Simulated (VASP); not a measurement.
Output of a VASP run:

**OSZICAR**
```
...
DAV:   5    -0.859260220726E+01   -0.12307E-04   -0.49482E-04  2023   0.131E-01    0.334E-02
DAV:   6    -0.859260039044E+01    0.18168E-05   -0.40356E-05  1883   0.417E-02    0.175E-02
DAV:   7    -0.859260023900E+01    0.15144E-06   -0.18509E-06  1246   0.113E-02
   2 F= -.85926002E+01 E0= -.85931047E+01  d E =-.101842E-01
       N       E                     dE             d eps       ncg     rms          rms(c)
DAV:   1    -0.859261071683E+01   -0.10326E-04   -0.20800E-04  1456   0.112E-01    0.154E-02
DAV:   2    -0.859260418712E+01    0.65297E-05   -0.12472E-05  1501   0.276E-02    0.802E-03
DAV:   3    -0.859260135875E+01    0.28284E-05   -0.58724E-06  1566   0.179E-02    0.254E-03
DAV:   4    -0.859260139514E+01   -0.36395E-07   -0.40814E-07   753   0.557E-03
   3 F= -.85926014E+01 E0= -.85931088E+01  d E =-.101854E-01
       N       E                     dE             d eps       ncg     rms          rms(c)
DAV:   1    -0.859593833534E+01   -0.33370E-02   -0.12523E-01  1456   0.257E+00    0.241E-01
DAV:   2    -0.859434014857E+01    0.15982E-02   -0.20185E-03  1701   0.366E-01    0.140E-01
DAV:   3    -0.859361256856E+01    0.72758E-03   -0.10166E-03  1893   0.247E-01    0.714E-02
DAV:   4    -0.859361843979E+01   -0.58712E-05   -0.14515E-04  1896   0.849E-02    0.441E-02
DAV:   5    -0.859362192957E+01   -0.34898E-05   -0.54671E-06  1921   0.179E-02    0.164E-02
DAV:   6    -0.859362121434E+01    0.71523E-06   -0.29848E-07   758   0.484E-03
   4 F= -.85936212E+01 E0= -.85941136E+01  d E =-.101982E-02
       N       E                     dE             d eps       ncg     rms          rms(c)
DAV:   1    -0.859627575918E+01   -0.26538E-02   -0.12577E-01  1456   0.258E+00    0.239E-01
DAV:   2    -0.859470009687E+01    0.15757E-02   -0.20165E-03  1721   0.366E-01    0.142E-01
DAV:   3    -0.859397755439E+01    0.72254E-03   -0.10138E-03  1883   0.248E-01    0.727E-02
DAV:   4    -0.859398405670E+01   -0.65023E-05   -0.14436E-04  1904   0.849E-02    0.449E-02
DAV:   5    -0.859398763927E+01   -0.35826E-05   -0.53652E-06  1918   0.179E-02    0.168E-02
DAV:   6    -0.859398691737E+01    0.72191E-06   -0.28665E-07   758   0.478E-03
   5 F= -.85939869E+01 E0= -.85944642E+01  d E =-.138552E-02
       N       E                     dE             d eps       ncg     rms          rms(c)
DAV:   1    -0.859399767301E+01   -0.10034E-04   -0.50683E-04  1456   0.164E-01    0.152E-02
DAV:   2    -0.859399121766E+01    0.64553E-05   -0.81267E-06  1701   0.231E-02    0.916E-03
DAV:   3    -0.859398839546E+01    0.28222E-05   -0.40670E-06  1761   0.156E-02    0.470E-03
DAV:   4    -0.859398849455E+01   -0.99091E-07   -0.51075E-07   728   0.552E-03
   6 F= -.85939885E+01 E0= -.85944653E+01  d E =-.138710E-02
       N       E                     dE             d eps       ncg     rms          rms(c)
DAV:   1    -0.859420086602E+01   -0.21247E-03   -0.48558E-03  1456   0.536E-01    0.760E-02
DAV:   2    -0.859406277677E+01    0.13809E-03   -0.26009E-04  1491   0.126E-01    0.375E-02
DAV:   3    -0.859400781034E+01    0.54966E-04   -0.11034E-04  1571   0.771E-02    0.134E-02
DAV:   4    -0.859400425133E+01    0.35590E-05   -0.14361E-05  1822   0.293E-02    0.847E-03
DAV:   5    -0.859400284778E+01    0.14036E-05   -0.89951E-07   765   0.634E-03    0.988E-04
DAV:   6    -0.859400283664E+01    0.11137E-07   -0.19288E-07   728   0.284E-03
   7 F= -.85940028E+01 E0= -.85944768E+01  d E =-.143421E-04
```

OUTCAR:
```
------------------------ aborting loop because EDIFF is reached ----------------------------------------
  FORCE on cell =-STRESS in cart. coord.  units (eV):
  Direction    XX          YY          ZZ          XY          YZ          ZX
  --------------------------------------------------------------------------------------
  Total       -0.0037343     -0.0037343     -0.0043859      0.0000000     -0.0000000      0.0000000
  in kB       -0.0876015     -0.0876015     -0.1028869      0.0000000     -0.0000000      0.0000000
  external PRESSURE =      -0.0926966 kB  Pullay stress =       0.0000000 kB
  volume of cell :       68.30
      direct lattice vectors                 reciprocal lattice vectors
     1.851814795 -3.207437082 -0.000000000     0.270005403 -0.155887703  0.000000000
     1.851814795  3.207437082 -0.000000000     0.270005403  0.155887703  0.000000000
    -0.000000000  0.000000000  5.749473960     0.000000000 -0.000000000  0.173928955
 POSITION                                       TOTAL-FORCE (eV/Angst)
 -----------------------------------------------------------------------------------
      1.85181      1.06915      1.43737         0.000000      0.000000      0.000000
      1.85181     -1.06915      4.31211        -0.000000     -0.000000     -0.000000
 -----------------------------------------------------------------------------------
    total drift:                                0.000000      0.000119     -0.000010
  FREE ENERGIE OF THE ION-ELECTRON SYSTEM (eV)
  ---------------------------------------------------
  free  energy   TOTEN  =        -8.5940028366 eV

  energy  without entropy=       -8.5954247872  energy(sigma->0) =       -8.59447682

 reached required accuracy - stopping structural energy minimisation
```
(Selected blocks of OUTCAR.)

### POSCAR
```
Gd
1
    1.8150000000    -3.1436720000     0.0000000000
    1.8150000000     3.1436720000     0.0000000000
    0.0000000000     0.0000000000     5.7800000000
Gd
2
Direct
  0.3333330000   0.6666670000   0.2500000000
  0.6666670000   0.3333330000   0.7500000000
```

Question: Reconstruct the remaining input files.

Answer: Several could match; the one computed here: the input of the run itself, revPBE GGA, plane waves, VASP's PBE PAW potentials (set 64).

INCAR:
```
! general
SYSTEM   =  Gd
PREC     =  Accurate
ENCUT    =  520
LREAL    =  .False.   ! projection in real space or not
LASPH    =  .True.   ! aspherical one-centre terms

! electronic loop
EDIFF    =  1E-6
NELM     =  100
ALGO     =  Normal
LMAXMIX  =  6   ! l cut-off of mixed one-centre charges

! smearing
ISMEAR   =  1   ! Methfessel-Paxton
SIGMA    =  0.1

! functional
GGA      =  RE

! ions
IBRION   =  2   ! conjugate gradients
NSW      =  60
ISIF     =  3   ! ions, shape and volume
EDIFFG   =  -0.01   ! ionic stop

! output
LWAVE    =  .False.
LCHARG   =  .False.
```

File KPOINTS:
```
Automatic mesh
0
Gamma
10 10 6
0 0 0
```

POTCAR, in this order: Gd_3 (PBE.64 set). Program: vasp_std.

The 4f electrons are frozen in the core of the lanthanide potential, so 4f levels, which can set the real gap, and their magnetism are missing. Energy and stress use the plane-wave basis of the starting cell.

The compound is Gd in the hcp structure. This run relaxes it. Symmetry was kept, so distortions that lower it aren't found.
